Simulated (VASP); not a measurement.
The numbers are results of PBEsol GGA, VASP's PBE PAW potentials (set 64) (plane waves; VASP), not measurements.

VASP ran on this input.

**POSCAR**
```
InP
1
    0.0000000000     2.8767211893     2.8767211893
    2.8767211893     0.0000000000     2.8767211893
    2.8767211893     2.8767211893     0.0000000000
In P
1 1
Direct
  0.0000000000   0.0000000000   0.0000000000
  0.2500000000   0.2500000000   0.2500000000
```

INCAR:
```
# general
SYSTEM   =  InP
PREC     =  Accurate
ENCUT    =  500
LREAL    =  .False.
LASPH    =  .True.   # aspherical one-centre terms

# electronic loop
EDIFF    =  1E-6
NELM     =  100   # most electronic steps
ALGO     =  Normal
LMAXMIX  =  4

# smearing
ISMEAR   =  0
SIGMA    =  0.05   # width (eV)

# functional
GGA      =  PS

# ions
IBRION   =  2   # conjugate gradients
NSW      =  40
ISIF     =  3
EDIFFG   =  -0.02   # ionic stop
PSTRESS  =  100   # kbar

# output
LWAVE    =  .False.
LCHARG   =  .False.
```

**KPOINTS**
```
Regular mesh
0
gamma
8 8 8
```

POTCAR, in this order: In_d P (PBE.64 set). Program: vasp_std.

**Question.** What will the output report for the number of irreducible k-points (NKPTS), largest plane-wave count, number of space-group operations, FFT grid (NGX, NGY, NGZ)?

**Answer.** 
- number of irreducible k-points (NKPTS) = 29
- largest plane-wave count = 1243
- number of space-group operations = 24
- FFT grid (NGX, NGY, NGZ) = 30 × 30 × 30

The structure was generated: InP was put into the zinc blende type (F-43m), which need not be its known phase. This run relaxes it under an external pressure of 10 GPa. Symmetry was kept, so distortions that lower it aren't found.
